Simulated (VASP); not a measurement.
Output of a VASP run:

### OUTCAR
```
 ion  position               nearest neighbor table
   1  0.000  0.000  0.000-   2 1.86   2 1.86   2 1.86   2 1.86
   2  0.250  0.250  0.250-   1 1.86   1 1.86   1 1.86   1 1.86
  LATTYP: Found a face centered cubic cell.
 ALAT       =     4.3010740000
 Subroutine PRICEL returns:
 Original cell was already a primitive cell.
 Subroutine GETGRP returns: Found 24 space group operations
The static configuration has the point symmetry T_d .
The dynamic configuration has the point symmetry T_d .
 Subroutine INISYM returns: Found 24 space group operations
 Subroutine IBZKPT returns following result:
 Found     16 irreducible k-points:

 Following reciprocal coordinates:
            Coordinates               Weight
  0.000000  0.000000  0.000000      1.000000
  0.166667  0.000000  0.000000      8.000000
  0.333333  0.000000  0.000000      8.000000
  0.500000  0.000000  0.000000      4.000000
  0.166667  0.166667  0.000000      6.000000
  0.333333  0.166667  0.000000     24.000000
  0.500000  0.166667  0.000000     24.000000
 -0.333333  0.166667  0.000000     24.000000
 -0.166667  0.166667  0.000000     12.000000
  0.333333  0.333333  0.000000      6.000000
  0.500000  0.333333  0.000000     24.000000
 -0.333333  0.333333  0.000000     12.000000
  0.500000  0.500000  0.000000      3.000000
  0.500000  0.333333  0.166667     24.000000
 -0.333333  0.333333  0.166667     24.000000
 -0.333333  0.500000  0.166667     12.000000
   k-points           NKPTS =     16   k-points in BZ     NKDIM =     16   number of bands    NBANDS=      8
   number of dos      NEDOS =    301   number of ions     NIONS =      2
   total plane-waves  NPLWV =   5832
   dimension x,y,z NGX =    18 NGY =   18 NGZ =   18
   dimension x,y,z NGXF=    36 NGYF=   36 NGZF=   36
   ions per type =               1   1
   PREC   = normal    normal or accurate (medium, high low for compatibility)
   ISTART =      0    job   : 0-new  1-cont  2-samecut
   ICHARG =      2    charge: 1-file 2-atom 10-const
   ISPIN  =      1    spin polarized calculation?
   LNONCOLLINEAR =      F non collinear calculations
   LSORBIT =      F    spin-orbit coupling
   INIWAV =      1    electr: 0-lowe 1-rand  2-diag
   ENCUT  =  500.0 eV  36.75 Ry    6.06 a.u.   5.55  5.55  5.55*2*pi/ulx,y,z
   NELM   =    100;   NELMIN=  2; NELMDL= -5     # of ELM steps
   EDIFF  = 0.1E-07   stopping-criterion for ELM
   LREAL  =      F    real-space projection
   NLSPLINE    = F    spline interpolate recip. space projectors
   LMAXMIX     =    2 max onsite mixed and CHGCAR
   VOSKOWN=      0    Vosko Wilk Nusair interpolation
   EDIFFG = 0.1E-06   stopping-criterion for IOM
   NSW    =      0    number of steps for IOM
   NBLOCK =      1;   KBLOCK =      1    inner block; outer block
   IBRION =     -1    ionic relax: 0-MD 1-quasi-New 2-CG
   NFREE  =      0    steps in history (QN), initial steepest desc. (CG)
   ISIF   =      2    stress and relaxation
   ISYM   =      2    0-nonsym 1-usesym 2-fastsym
   TEIN   =    0.0    initial temperature
   TEBEG  =    0.0;   TEEND  =   0.0 temperature during run
   SMASS  =  -3.00    Nose mass-parameter (am)
   PSTRESS=    0.0 pullay stress
   NELECT =       8.0000    total number of electrons
   EFERMI =   0.00;   METHOD = LEGACY
   ISMEAR =     0;   SIGMA  =   0.01  broadening in eV -4-tet -1-fermi 0-gaus
   IALGO  =     38    algorithm
   LDIAG  =      T    sub-space diagonalisation (order eigenvalues)
   IMIX   =      4    mixing-type and parameters
     AMIX     =   0.40;   BMIX     =  1.00
     AMIX_MAG =   1.60;   BMIX_MAG =  1.00
     AMIN     =   0.10
   GGA     = PE    functional components
   VOSKOWN =     0    Vosko Wilk Nusair interpolation
   LHFCALC =     F    Hartree Fock is set to
   LHFONE  =     F    Hartree Fock one center treatment
   AEXX    =    0.0000 exact exchange contribution
   IVDW    =     0    specifies the selected vdW correction
   LEPSILON=     F    determine dielectric tensor
   LRPA    =     F    only Hartree local field effects (RPA)
...
```

**OSZICAR**
```
       N       E                     dE             d eps       ncg     rms          rms(c)
DAV:   1     0.748667834930E+01    0.74867E+01   -0.49585E+03   304   0.103E+03
DAV:   2    -0.166555700685E+02   -0.24142E+02   -0.23271E+02   424   0.172E+02
DAV:   3    -0.169760520785E+02   -0.32048E+00   -0.32048E+00   320   0.192E+01
DAV:   4    -0.169812443134E+02   -0.51922E-02   -0.51922E-02   440   0.285E+00
DAV:   5    -0.169812584547E+02   -0.14141E-04   -0.14141E-04   328   0.126E-01    0.721E+00
DAV:   6    -0.150817679210E+02    0.18995E+01   -0.76184E+00   400   0.224E+01    0.225E+00
DAV:   7    -0.150025215215E+02    0.79246E-01   -0.35029E-01   408   0.436E+00    0.116E+00
DAV:   8    -0.149929321309E+02    0.95894E-02   -0.21273E-02   336   0.208E+00    0.778E-02
DAV:   9    -0.149931472086E+02   -0.21508E-03   -0.43989E-04   392   0.218E-01    0.456E-02
DAV:  10    -0.149932323189E+02   -0.85110E-04   -0.18919E-04   400   0.123E-01    0.923E-03
DAV:  11    -0.149932312725E+02    0.10464E-05   -0.28371E-05   336   0.438E-02    0.401E-03
DAV:  12    -0.149932313176E+02   -0.45143E-07   -0.17116E-06   408   0.148E-02    0.114E-03
DAV:  13    -0.149932313130E+02    0.46849E-08   -0.13243E-07   400   0.377E-03    0.217E-04
DAV:  14    -0.149932313145E+02   -0.15769E-08   -0.52436E-09   264   0.727E-04
   1 F= -.14993231E+02 E0= -.14993231E+02  d E =-.306026E-26
```

OUTCAR:
```
------------------------ aborting loop because EDIFF is reached ----------------------------------------
  FORCE on cell =-STRESS in cart. coord.  units (eV):
  Direction    XX          YY          ZZ          XY          YZ          ZX
  --------------------------------------------------------------------------------------
  Total        1.6326182      1.6326182      1.6326182      0.0000000      0.0000000      0.0000000
  in kB      131.4996056    131.4996056    131.4996056      0.0000000      0.0000000      0.0000000
  external PRESSURE =     131.4996056 kB  Pullay stress =       0.0000000 kB
  volume of cell :       19.89
      direct lattice vectors                 reciprocal lattice vectors
     0.000000000  2.150537000  2.150537000    -0.232500069  0.232500069  0.232500069
     2.150537000  0.000000000  2.150537000     0.232500069 -0.232500069  0.232500069
     2.150537000  2.150537000  0.000000000     0.232500069  0.232500069 -0.232500069
  FREE ENERGIE OF THE ION-ELECTRON SYSTEM (eV)
  ---------------------------------------------------
  free  energy   TOTEN  =       -14.9932313145 eV

  energy  without entropy=      -14.9932313145  energy(sigma->0) =      -14.99323131
```
(Selected blocks of OUTCAR.)

POSCAR:
```
SiC
1
    0.0000000000     2.1505370000     2.1505370000
    2.1505370000     0.0000000000     2.1505370000
    2.1505370000     2.1505370000     0.0000000000
Si C
1 1
Direct
  0.0000000000   0.0000000000   0.0000000000
  0.2500000000   0.2500000000   0.2500000000
```

Problem. Write an INCAR and KPOINTS that could have produced this output.

Solution. This is not unique; one that fits is the input of the run itself, PBE GGA, plane waves, VASP's PBE PAW potentials (set 64).

INCAR:
```
# general
SYSTEM = SiC
PREC   = Normal
ENCUT  = 500
LREAL  = F
LASPH  = T

# electronic loop
EDIFF  = 1E-8
NELM   = 100
ALGO   = Normal

# smearing
ISMEAR = 0
SIGMA  = 0.01

# functional
GGA    = PE

# output
LWAVE  = T
LCHARG = F
```

**KPOINTS**
```
Automatic mesh
0
G
  6 6 6
0 0 0
```

POTCAR, in this order: Si_GW C_GW_new (PBE.64 set). Program: vasp_std.

The compound is SiC in the zinc blende structure. This cell is one point of a volume scan, at 0.96 of the reference volume. The k-mesh is coarse (spacing up to 0.42 per Å, 2π included), so the numbers may not be converged in it.
